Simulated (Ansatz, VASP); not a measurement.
# KI: VASP beside Ansatz

One calculation is typed for both programs; each brings its own data sets. How far apart do they land? The cell is taken from a series of runs on this material, whose earlier steps may have relaxed, scaled, displaced or heated it; both programs get it as it stands.

Main program and level: Ansatz 0.2.0; plane waves, with VASP 6.6.1 beside it; dielectric response at r2SCAN.

**1. The starting structure**

Symmetry: Fm-3m, No. 225, cubic system. The conventional cell has a = 7.066 Å, b = 7.066 Å, c = 7.066 Å, α = 90.00°, β = 90.00°, γ = 90.00°. Nearest to I lie 6 K at 3.53 Å. K has 6 I at 3.53 Å nearest. Farther neighbours and most contacts between anions are not listed.

Coordinates:

```cif
data_structure
_symmetry_space_group_name_H-M 'Fm-3m'
_symmetry_Int_Tables_number 225
_cell_length_a 7.0655
_cell_length_b 7.0655
_cell_length_c 7.0655
_cell_angle_alpha 90.000
_cell_angle_beta 90.000
_cell_angle_gamma 90.000
_cell_volume 352.73
loop_
_atom_site_label
_atom_site_type_symbol
_atom_site_symmetry_multiplicity
_atom_site_Wyckoff_symbol
_atom_site_fract_x
_atom_site_fract_y
_atom_site_fract_z
_atom_site_occupancy
I1 I 4 b 0.50000 0.00000 0.00000 1
K1 K 4 a 0.00000 0.00000 0.00000 1
```

**2. VASP: dielectric response, r2SCAN**

The response to a field tests empty states and converges slowly with the mesh.

Lines of VASP's logs that name or quote its potential files are left out, and so is its time.

File INCAR:

```
SYSTEM = KI
PREC = Accurate
ENCUT = 440
EDIFF = 1E-08
NELM = 120
ISMEAR = 0
SIGMA = 0.01
LREAL = .FALSE.
ALGO = Normal
METAGGA = R2SCAN
LASPH = .TRUE.
NBANDS = 14
LORBIT = 11
LWAVE = .FALSE.
LCHARG = .FALSE.
ISIF = 2
LCALCEPS = .TRUE.
LPEAD = .TRUE.
GGA_COMPAT = .FALSE.
EFERMI = MIDGAP
LMIXTAU = .TRUE.
KPAR = 2
```

File POSCAR:

```
KI
1.0
    0.0000000000      3.5327750000      3.5327750000
    3.5327750000      0.0000000000      3.5327750000
    3.5327750000      3.5327750000      0.0000000000
I K
1 1
Direct
    0.5000000000      0.5000000000      0.5000000000
    0.0000000000      0.0000000000      0.0000000000
```

File KPOINTS:

```
Automatic mesh
0
Gamma
6 6 6
0 0 0
```

PAW data sets: I and K_sv (PBE family, release 64).

Started as:

```bash
mpirun -np 2 vasp_std
```

Numbers of over 12 decimals in the logs are rounded to 6 here.

What it wrote:

```text
[banner, memory and clock lines left out]
running    2 mpi-ranks, on    1 nodes
 distrk:  each k-point on    1 cores,    2 groups
 distr:  one band on    1 cores,    1 groups

 POSCAR found type information on POSCAR I K
 POSCAR found :  2 types and       2 ions
|                                                                             |
|               ----> ADVICE to this user running VASP <----                  |
|                                                                             |
|     You enforced a specific xc type in the INCAR file but a different       |
|     [... a line on the potential file left out ...]
|     I HOPE YOU KNOW WHAT YOU ARE DOING!                                     |
|                                                                             |

 LDA part: xc-table for (None), standard interpolation
 POSCAR, INCAR and KPOINTS ok, starting setup
 FFT: planning ... GRIDC
 FFT: planning ... GRID_SOFT
 FFT: planning ... GRID
 WAVECAR not read
 entering main loop
       N       E                     dE             d eps       ncg     rms          rms(c)
DAV:   1     0.536718643565E+02    0.53672E+02   -0.62317E+03   448   0.885E+02
DAV:   2    -0.318334696341E+02   -0.85505E+02   -0.81046E+02   570   0.220E+02
DAV:   3    -0.370445121370E+02   -0.52110E+01   -0.51831E+01   636   0.472E+01
DAV:   4    -0.373372480449E+02   -0.29274E+00   -0.29258E+00   674   0.960E+00
DAV:   5    -0.373401448383E+02   -0.28968E-02   -0.28967E-02   622   0.107E+00    0.314E+00
DAV:   6    -0.345414082098E+02    0.27987E+01   -0.11418E+00   714   0.975E+00    0.249E+00
DAV:   7    -0.339195984029E+02    0.62181E+00   -0.30736E-01   672   0.459E+00    0.104E+00
DAV:   8    -0.346114042026E+02   -0.69181E+00   -0.33949E-01   490   0.416E+00    0.607E-01
DAV:   9    -0.339545634680E+02    0.65684E+00   -0.21584E-01   448   0.368E+00    0.399E-01
DAV:  10    -0.339725133531E+02   -0.17950E-01   -0.49719E-02   448   0.235E+00    0.401E-01
DAV:  11    -0.339556121610E+02    0.16901E-01   -0.14239E-02   448   0.120E+00    0.182E-01
DAV:  12    -0.339577180798E+02   -0.21059E-02   -0.14120E-03   550   0.458E-01    0.116E-01
DAV:  13    -0.339808812322E+02   -0.23163E-01   -0.64928E-03   448   0.794E-01    0.479E-02
DAV:  14    -0.339821074720E+02   -0.12262E-02   -0.14942E-03   448   0.377E-01    0.206E-02
[...]
DAV:  26    -0.339822911972E+02   -0.11792E-06   -0.63083E-08   680   0.226E-03    0.230E-03
DAV:  27    -0.339822912548E+02   -0.57658E-07   -0.39437E-08   448   0.237E-03    0.290E-03
DAV:  28    -0.339822912420E+02    0.12824E-07   -0.15206E-07   448   0.448E-03    0.523E-04
DAV:  29    -0.339822910683E+02    0.17368E-06   -0.23350E-08   440   0.177E-03    0.380E-04
DAV:  30    -0.339822911536E+02   -0.85309E-07   -0.79010E-09   326   0.105E-03    0.487E-04
DAV:  31    -0.339822911144E+02    0.39228E-07   -0.25497E-09   320   0.547E-04    0.127E-04
DAV:  32    -0.339822911342E+02   -0.19834E-07   -0.13406E-09   320   0.343E-04    0.692E-05
DAV:  33    -0.339822911322E+02    0.19941E-08   -0.16538E-10   224   0.125E-04
       N       E                     dE             d eps       ncg     rms          rms(c)
SDA:   1    -0.339822911401E+02   -0.33982E+02   -0.57305E-11   952   0.143E-10   0.000E+00
DMP:   2    -0.339822911432E+02   -0.30691E-08   -0.10803E-10   952   0.242E-10   0.730E-11
 final diagonalization occupied
 p_tot=( -0.247E+02 -0.247E+02 -0.247E+02 )
       N       E                     dE             d eps       ncg     rms          rms(c)
 p_tot=( -0.247E+02 -0.247E+02 -0.247E+02 )
dp_tot=(  0.000E+00  0.000E+00  0.000E+00 )  diag[e(oo)]=(  1.00000    ---      ---   )
SDA:   1    -0.339822911432E+02   -0.30836E-08   -0.44045E-04   952   0.110E-03   0.000E+00
 p_tot=( -0.247E+02 -0.247E+02 -0.247E+02 )
dp_tot=(  0.440E-02  0.430E-07  0.430E-07 )  diag[e(oo)]=(  1.90383    ---      ---   )
[...]
p_tot=( -0.247E+02 -0.247E+02 -0.247E+02 )
dp_tot=(  0.818E-02  0.893E-07  0.893E-07 )  diag[e(oo)]=(  2.67850    ---      ---   )
DMP:   8    -0.339823331239E+02   -0.29039E-06   -0.30810E-06   952   0.669E-06   0.195E-06
 p_tot=( -0.247E+02 -0.247E+02 -0.247E+02 )
dp_tot=(  0.827E-02  0.890E-07  0.890E-07 )  diag[e(oo)]=(  2.69727    ---      ---   )
DMP:   9    -0.339823332972E+02   -0.17326E-06   -0.14633E-06   952   0.316E-06   0.963E-07
 p_tot=( -0.247E+02 -0.247E+02 -0.247E+02 )
dp_tot=(  0.839E-02  0.895E-07  0.895E-07 )  diag[e(oo)]=(  2.72197    ---      ---   )
DMP:  10    -0.339823333787E+02   -0.81496E-07   -0.84899E-07   952   0.190E-06   0.426E-07
 p_tot=( -0.247E+02 -0.247E+02 -0.247E+02 )
dp_tot=(  0.845E-02  0.898E-07  0.898E-07 )  diag[e(oo)]=(  2.73427    ---      ---   )
DMP:  11    -0.339823334319E+02   -0.53239E-07   -0.54862E-07   952   0.108E-06   0.554E-07
 p_tot=( -0.247E+02 -0.247E+02 -0.247E+02 )
dp_tot=(  0.845E-02  0.899E-07  0.899E-07 )  diag[e(oo)]=(  2.73500    ---      ---   )
DMP:  12    -0.339823334681E+02   -0.36184E-07   -0.30551E-07   952   0.542E-07   0.426E-07
 p_tot=( -0.247E+02 -0.247E+02 -0.247E+02 )
dp_tot=(  0.844E-02  0.900E-07  0.900E-07 )  diag[e(oo)]=(  2.73250    ---      ---   )
DMP:  13    -0.339823334888E+02   -0.20758E-07   -0.18225E-07   952   0.320E-07   0.261E-07
 p_tot=( -0.247E+02 -0.247E+02 -0.247E+02 )
[...]
DMP:   5    -0.339823311983E+02   -0.16569E-05   -0.22209E-05   952   0.498E-05   0.110E-05
 p_tot=( -0.247E+02 -0.247E+02 -0.247E+02 )
dp_tot=(  0.285E-06  0.881E-02  0.252E-06 )  diag[e(oo)]=(    ---    2.80887    ---   )
DMP:   6    -0.339823324112E+02   -0.12129E-05   -0.87809E-06   952   0.193E-05   0.507E-06
 p_tot=( -0.247E+02 -0.247E+02 -0.247E+02 )
dp_tot=(  0.315E-06  0.830E-02  0.301E-06 )  diag[e(oo)]=(    ---    2.70390    ---   )
DMP:   7    -0.339823328336E+02   -0.42242E-06   -0.50183E-06   952   0.130E-05  -0.870E-07
 p_tot=( -0.247E+02 -0.247E+02 -0.247E+02 )
dp_tot=(  0.322E-06  0.818E-02  0.313E-06 )  diag[e(oo)]=(    ---    2.67853    ---   )
DMP:   8    -0.339823331238E+02   -0.29024E-06   -0.30811E-06   952   0.669E-06   0.195E-06
 p_tot=( -0.247E+02 -0.247E+02 -0.247E+02 )
dp_tot=(  0.314E-06  0.827E-02  0.299E-06 )  diag[e(oo)]=(    ---    2.69730    ---   )
DMP:   9    -0.339823332972E+02   -0.17334E-06   -0.14633E-06   952   0.316E-06   0.963E-07
 p_tot=( -0.247E+02 -0.247E+02 -0.247E+02 )
dp_tot=(  0.308E-06  0.839E-02  0.284E-06 )  diag[e(oo)]=(    ---    2.72199    ---   )
DMP:  10    -0.339823333787E+02   -0.81510E-07   -0.84901E-07   952   0.190E-06   0.426E-07
 p_tot=( -0.247E+02 -0.247E+02 -0.247E+02 )
dp_tot=(  0.309E-06  0.845E-02  0.279E-06 )  diag[e(oo)]=(    ---    2.73429    ---   )
DMP:  11    -0.339823334320E+02   -0.53330E-07   -0.54863E-07   952   0.108E-06   0.554E-07
 p_tot=( -0.247E+02 -0.247E+02 -0.247E+02 )
dp_tot=(  0.312E-06  0.846E-02  0.280E-06 )  diag[e(oo)]=(    ---    2.73502    ---   )
DMP:  12    -0.339823334682E+02   -0.36169E-07   -0.30551E-07   952   0.542E-07   0.426E-07
 p_tot=( -0.247E+02 -0.247E+02 -0.247E+02 )
dp_tot=(  0.315E-06  0.844E-02  0.282E-06 )  diag[e(oo)]=(    ---    2.73253    ---   )
DMP:  13    -0.339823334889E+02   -0.20709E-07   -0.18225E-07   952   0.320E-07   0.261E-07
 p_tot=( -0.247E+02 -0.247E+02 -0.247E+02 )
dp_tot=(  0.315E-06  0.844E-02  0.284E-06 )  diag[e(oo)]=(    ---    2.73217    ---   )
DMP:  14    -0.339823335021E+02   -0.13184E-07   -0.11194E-07   952   0.177E-07   0.198E-07
 p_tot=( -0.247E+02 -0.247E+02 -0.247E+02 )
dp_tot=(  0.316E-06  0.845E-02  0.286E-06 )  diag[e(oo)]=(    ---    2.73395    ---   )
DMP:  15    -0.339823335100E+02   -0.79583E-08   -0.62362E-08   952   0.915E-08   0.124E-07
 final diagonalization full
 p_tot=( -0.247E+02 -0.247E+02 -0.247E+02 )
dp_tot=(  0.315E-06  0.846E-02  0.286E-06 )  diag[e(oo)]=(    ---    2.73586    ---   )
       N       E                     dE             d eps       ncg     rms          rms(c)
SDA:   1    -0.339822911434E+02    0.42359E-04   -0.16002E-10   952   0.400E-10   0.000E+00
DMP:   2    -0.339822911444E+02   -0.92905E-09   -0.50178E-11   952   0.191E-10  -0.172E-10
 final diagonalization occupied
 p_tot=( -0.247E+02 -0.247E+02 -0.247E+02 )
       N       E                     dE             d eps       ncg     rms          rms(c)
 p_tot=( -0.247E+02 -0.247E+02 -0.247E+02 )
dp_tot=(  0.000E+00  0.000E+00  0.000E+00 )  diag[e(oo)]=(    ---      ---    1.00000 )
SDA:   1    -0.339822911427E+02    0.72100E-09   -0.44047E-04   952   0.110E-03   0.000E+00
 p_tot=( -0.247E+02 -0.247E+02 -0.247E+02 )
dp_tot=(  0.771E-06  0.803E-06  0.440E-02 )  diag[e(oo)]=(    ---      ---    1.90385 )
DMP:   2    -0.339823214946E+02   -0.30352E-04   -0.17543E-04   952   0.222E-04   0.416E-04
 p_tot=( -0.247E+02 -0.247E+02 -0.247E+02 )
dp_tot=(  0.638E-06  0.689E-06  0.836E-02 )  diag[e(oo)]=(    ---      ---    2.71522 )
DMP:   3    -0.339823292203E+02   -0.77256E-05   -0.27959E-05   952   0.970E-05  -0.522E-05
 p_tot=( -0.247E+02 -0.247E+02 -0.247E+02 )
dp_tot=(  0.210E-06  0.263E-06  0.988E-02 )  diag[e(oo)]=(    ---      ---    3.02716 )
DMP:   4    -0.339823295414E+02   -0.32115E-06   -0.28732E-05   952   0.998E-05  -0.538E-05
 p_tot=( -0.247E+02 -0.247E+02 -0.247E+02 )
dp_tot=(  0.500E-07  0.952E-07  0.959E-02 )  diag[e(oo)]=(    ---      ---    2.96882 )
DMP:   5    -0.339823311985E+02   -0.16571E-05   -0.22209E-05   952   0.498E-05   0.110E-05
 p_tot=( -0.247E+02 -0.247E+02 -0.247E+02 )
dp_tot=(  0.169E-06  0.206E-06  0.881E-02 )  diag[e(oo)]=(    ---      ---    2.80888 )
DMP:   6    -0.339823324112E+02   -0.12127E-05   -0.87810E-06   952   0.193E-05   0.507E-06
 p_tot=( -0.247E+02 -0.247E+02 -0.247E+02 )
dp_tot=(  0.314E-06  0.346E-06  0.830E-02 )  diag[e(oo)]=(    ---      ---    2.70391 )
DMP:   7    -0.339823328337E+02   -0.42248E-06   -0.50183E-06   952   0.130E-05  -0.870E-07
 p_tot=( -0.247E+02 -0.247E+02 -0.247E+02 )
dp_tot=(  0.350E-06  0.381E-06  0.818E-02 )  diag[e(oo)]=(    ---      ---    2.67853 )
DMP:   8    -0.339823331238E+02   -0.29016E-06   -0.30811E-06   952   0.669E-06   0.195E-06
 p_tot=( -0.247E+02 -0.247E+02 -0.247E+02 )
dp_tot=(  0.313E-06  0.345E-06  0.827E-02 )  diag[e(oo)]=(    ---      ---    2.69731 )
DMP:   9    -0.339823332971E+02   -0.17324E-06   -0.14633E-06   952   0.316E-06   0.963E-07
 p_tot=( -0.247E+02 -0.247E+02 -0.247E+02 )
dp_tot=(  0.275E-06  0.309E-06  0.839E-02 )  diag[e(oo)]=(    ---      ---    2.72200 )
DMP:  10    -0.339823333784E+02   -0.81329E-07   -0.84902E-07   952   0.190E-06   0.426E-07
 p_tot=( -0.247E+02 -0.247E+02 -0.247E+02 )
dp_tot=(  0.264E-06  0.299E-06  0.845E-02 )  diag[e(oo)]=(    ---      ---    2.73430 )
DMP:  11    -0.339823334321E+02   -0.53715E-07   -0.54864E-07   952   0.108E-06   0.554E-07
 p_tot=( -0.247E+02 -0.247E+02 -0.247E+02 )
dp_tot=(  0.269E-06  0.304E-06  0.846E-02 )  diag[e(oo)]=(    ---      ---    2.73503 )
DMP:  12    -0.339823334680E+02   -0.35863E-07   -0.30552E-07   952   0.542E-07   0.426E-07
 p_tot=( -0.247E+02 -0.247E+02 -0.247E+02 )
dp_tot=(  0.276E-06  0.311E-06  0.844E-02 )  diag[e(oo)]=(    ---      ---    2.73254 )
DMP:  13    -0.339823334889E+02   -0.20907E-07   -0.18225E-07   952   0.320E-07   0.261E-07
 p_tot=( -0.247E+02 -0.247E+02 -0.247E+02 )
dp_tot=(  0.280E-06  0.315E-06  0.844E-02 )  diag[e(oo)]=(    ---      ---    2.73218 )
DMP:  14    -0.339823335020E+02   -0.13094E-07   -0.11194E-07   952   0.177E-07   0.198E-07
 p_tot=( -0.247E+02 -0.247E+02 -0.247E+02 )
dp_tot=(  0.282E-06  0.316E-06  0.845E-02 )  diag[e(oo)]=(    ---      ---    2.73396 )
DMP:  15    -0.339823335100E+02   -0.80481E-08   -0.62362E-08   952   0.915E-08   0.124E-07
 final diagonalization full
 p_tot=( -0.247E+02 -0.247E+02 -0.247E+02 )
dp_tot=(  0.281E-06  0.316E-06  0.846E-02 )  diag[e(oo)]=(    ---      ---    2.73586 )
   1 F= -.33982334E+02 E0= -.33982334E+02  d E =0.000000E+00
```

From OUTCAR (step 2):

```text
ion  position               nearest neighbor table
   1  0.500  0.500  0.500-   2 3.53   2 3.53   2 3.53   2 3.53   2 3.53   2 3.53
   2  0.000  0.000  0.000-   1 3.53   1 3.53   1 3.53   1 3.53   1 3.53   1 3.53

  LATTYP: Found a face centered cubic cell.
 ALAT       =     7.0655500000

 Subroutine GETGRP returns: Found 48 space group operations
 (whereof 48 operations were pure point group operations)

The static configuration has the point symmetry O_h .

 Found     16 irreducible k-points:

   k-points           NKPTS =     16   k-points in BZ     NKDIM =     16   number of bands    NBANDS=     14

   dimension x,y,z NGX =    36 NGY =   36 NGZ =   36
   dimension x,y,z NGXF=    72 NGYF=   72 NGZF=   72

   ENCUT  =  440.0 eV  32.34 Ry    5.69 a.u.   8.55  8.55  8.55*2*pi/ulx,y,z

   NELECT =      16.0000    total number of electrons

 k-points in reciprocal lattice and weights: Automatic mesh
   0.00000000  0.00000000  0.00000000       0.005
   0.16666667  0.00000000  0.00000000       0.037
   0.33333333  0.00000000  0.00000000       0.037
   0.50000000  0.00000000  0.00000000       0.019
   0.16666667  0.16666667  0.00000000       0.028
   0.33333333  0.16666667  0.00000000       0.111
   0.50000000  0.16666667  0.00000000       0.111
  -0.33333333  0.16666667  0.00000000       0.111
  -0.16666667  0.16666667  0.00000000       0.056
[...]
-0.33333333  0.33333333  0.16666667       0.111
  -0.33333333  0.50000000  0.16666667       0.056

 average (electrostatic) potential at core
       1 -99.2212       2 -39.8283

            Ionic dipole moment: p[ion]=(   -24.72942   -24.72942   -24.72942 ) |e| Angst

 Total electronic dipole moment: p[elc]=(     0.00000     0.00000     0.00846 ) |e| Angst

 MACROSCOPIC STATIC DIELECTRIC TENSOR (including local field effects)
 ------------------------------------------------------
           2.735850    -0.000000     0.000000
          -0.000000     2.735850     0.000000
          -0.000000    -0.000000     2.735850
 ------------------------------------------------------

 PIEZOELECTRIC TENSOR (including local field effects) (C/m^2)
          XX          YY          ZZ          XY          YZ          ZX
  --------------------------------------------------------------------------------
  x     0.00000     0.00000     0.00000     0.00000     0.00000     0.00000
  y     0.00000     0.00000     0.00000     0.00000     0.00000     0.00000
  z     0.00000     0.00000     0.00000     0.00000     0.00000     0.00000

 BORN EFFECTIVE CHARGES (including local field effects) (in |e|, cummulative output)
 ---------------------------------------------------------------------------------
 ion    1
    1    -1.11809    -0.00000     0.00000
    2    -0.00000    -1.11809     0.00000
    3    -0.00000    -0.00000    -1.11809
 ion    2
    1     1.11809     0.00000    -0.00000
    2     0.00000     1.11809     0.00000
    3     0.00000     0.00000     1.11809

  Total        0.0890853      0.0890853      0.0890853     -0.0000000      0.0000000      0.0000000
  in kB        1.6185960      1.6185960      1.6185960     -0.0000000      0.0000000      0.0000000
  external PRESSURE =       1.6185960 kB  Pullay stress =       0.0000000 kB

  energy-cutoff  :      440.00
  volume of cell :       88.18
      direct lattice vectors                 reciprocal lattice vectors
     0.000000000  3.532775000  3.532775000    -0.141531799  0.141531799  0.141531799
     3.532775000  0.000000000  3.532775000     0.141531799 -0.141531799  0.141531799
     3.532775000  3.532775000  0.000000000     0.141531799  0.141531799 -0.141531799

 POSITION                                       TOTAL-FORCE (eV/Angst)
 -----------------------------------------------------------------------------------
      3.53277      3.53277      3.53277        -0.000000      0.000000      0.000000
      0.00000      0.00000      0.00000         0.000000      0.000000     -0.000000
 -----------------------------------------------------------------------------------
    total drift:                                0.000000      0.000000      0.000000
```

(Part 1 of 2 ends here.)

[Lines on the potential files, build, host, timing and source positions are cut from VASP's logs without a mark.]

[Logs are printed without paths, hosts, clocks, repeated set-up lines and the standing remarks that a program may print on its own settings, such as how far it seeks lower states.]

[Hosts, paths, dates, database ids (printed as entryN), source tags and the programs' standing remarks are cut or masked in the printed files.]
